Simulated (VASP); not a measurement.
Method: AM05 GGA, VASP's PBE PAW potentials (set 64) (plane waves; VASP).

Input for VASP

POSCAR:
```
AlN
1.0
  0.0000000000   2.1885965260   2.1885965260
  2.1885965260   0.0000000000   2.1885965260
  2.1885965260   2.1885965260   0.0000000000
Al N
1 1
direct
  0.0000000000   0.0000000000   0.0000000000
  0.2500000000   0.2500000000   0.2500000000
```

**INCAR**
```
# general
SYSTEM = AlN
PREC   = Accurate
ENCUT  = 520   # plane-wave cut-off (eV)
LREAL  = .FALSE.
LASPH  = .TRUE.

# electronic loop
EDIFF  = 1E-7
NELM   = 100   # most electronic steps
ALGO   = Normal   # blocked Davidson

# smearing
ISMEAR = 0   # Gaussian
SIGMA  = 0.05   # width (eV)

# functional
GGA    = AM   # AM05

# ions
ISIF   = 2   # forces and stress, cell fixed

# output
LWAVE  = .FALSE.
LCHARG = .FALSE.
```

**KPOINTS**
```
kpoints
0
gamma
10 10 10
```

POTCAR, in this order: Al N (PBE.64 set). Program: vasp_std.

What VASP printed:

### OSZICAR
```
       N       E                     dE             d eps       ncg     rms          rms(c)
DAV:   1     0.792220197848E+01    0.79222E+01   -0.40699E+03   800   0.823E+02
DAV:   2    -0.169475696763E+02   -0.24870E+02   -0.23827E+02  1032   0.140E+02
DAV:   3    -0.173835997783E+02   -0.43603E+00   -0.43603E+00   872   0.230E+01
DAV:   4    -0.173849580709E+02   -0.13583E-02   -0.13583E-02  1120   0.121E+00
DAV:   5    -0.173849597629E+02   -0.16920E-05   -0.16920E-05   864   0.372E-02    0.822E+00
DAV:   6    -0.152690092771E+02    0.21160E+01   -0.11948E+01   808   0.221E+01    0.299E+00
DAV:   7    -0.152479797371E+02    0.21030E-01   -0.97021E-02   808   0.321E+00    0.203E+00
DAV:   8    -0.152367895552E+02    0.11190E-01   -0.19713E-02   856   0.192E+00    0.436E-01
DAV:   9    -0.152364591704E+02    0.33038E-03   -0.84338E-04  1024   0.238E-01    0.225E-01
DAV:  10    -0.152365636587E+02   -0.10449E-03   -0.25544E-04   816   0.140E-01    0.379E-02
DAV:  11    -0.152365628672E+02    0.79151E-06   -0.23579E-06  1000   0.142E-02    0.188E-02
DAV:  12    -0.152365631493E+02   -0.28210E-06   -0.10362E-06   816   0.995E-03    0.202E-03
DAV:  13    -0.152365631543E+02   -0.49846E-08   -0.14685E-08   504   0.114E-03
   1 F= -.15236563E+02 E0= -.15236563E+02  d E =-.460303E-14
```

OUTCAR:
```
------------------------ aborting loop because EDIFF is reached ----------------------------------------
  FORCE on cell =-STRESS in cart. coord.  units (eV):
  Direction    XX          YY          ZZ          XY          YZ          ZX
  --------------------------------------------------------------------------------------
  Total        0.0013033      0.0013033      0.0013033     -0.0000000     -0.0000000     -0.0000000
  in kB        0.0995921      0.0995921      0.0995921     -0.0000000     -0.0000000     -0.0000000
  external PRESSURE =       0.0995921 kB  Pullay stress =       0.0000000 kB
  volume of cell :       20.97
      direct lattice vectors                 reciprocal lattice vectors
     0.000000000  2.188596526  2.188596526    -0.228456910  0.228456910  0.228456910
     2.188596526  0.000000000  2.188596526     0.228456910 -0.228456910  0.228456910
     2.188596526  2.188596526  0.000000000     0.228456910  0.228456910 -0.228456910
  FREE ENERGIE OF THE ION-ELECTRON SYSTEM (eV)
  ---------------------------------------------------
  free  energy   TOTEN  =       -15.2365631543 eV

  energy  without entropy=      -15.2365631543  energy(sigma->0) =      -15.23656315
```
(Selected blocks of OUTCAR.)

OUTCAR:
```
 val. band max:        5.8616644013   @ k =   0.0000   0.0000   0.0000

 cond. band min:       9.0543491460   @ k =   0.5000   0.5000   0.0000


 Fermi energy:         6.1052742022

 k-point     1 :       0.0000    0.0000    0.0000
  band No.  band energies     occupation
      1      -9.0217      2.00000
      2       5.8617      2.00000
      3       5.8617      2.00000
      4       5.8617      2.00000
      5       9.9924      0.00000
      6      18.2941      0.00000
      7      18.2941      0.00000
      8      18.2941      0.00000

 k-point     2 :       0.1000    0.0000    0.0000
  band No.  band energies     occupation
      1      -8.8748      2.00000
      2       5.0483      2.00000
      3       5.8099      2.00000
      4       5.8099      2.00000
      5      10.6506      0.00000
      6      17.9074      0.00000
      7      18.4278      0.00000
      8      18.4278      0.00000

 k-point     3 :       0.2000    0.0000    0.0000
  band No.  band energies     occupation
      1      -8.4558      2.00000
      2       3.4423      2.00000
      3       5.6809      2.00000
      4       5.6809      2.00000
      5      11.7648      0.00000
      6      17.1081      0.00000
      7      18.3577      0.00000
      8      18.3577      0.00000

 k-point     4 :       0.3000    0.0000    0.0000
  band No.  band energies     occupation
      1      -7.8456      2.00000
      2       1.7936      2.00000
      3       5.5332      2.00000
      4       5.5332      2.00000
      5      12.5976      0.00000
      6      16.3440      0.00000
      7      17.6980      0.00000
      8      17.6980      0.00000

 k-point     5 :       0.4000    0.0000    0.0000
  band No.  band energies     occupation
      1      -7.2327      2.00000
      2       0.5028      2.00000
      3       5.4219      2.00000
      4       5.4219      2.00000
      5      13.0248      0.00000
      6      15.7931      0.00000
      7      17.1015      0.00000
...
```

The compound is AlN in the zinc blende structure, a metastable form; wurtzite is the usual one. It was relaxed first.
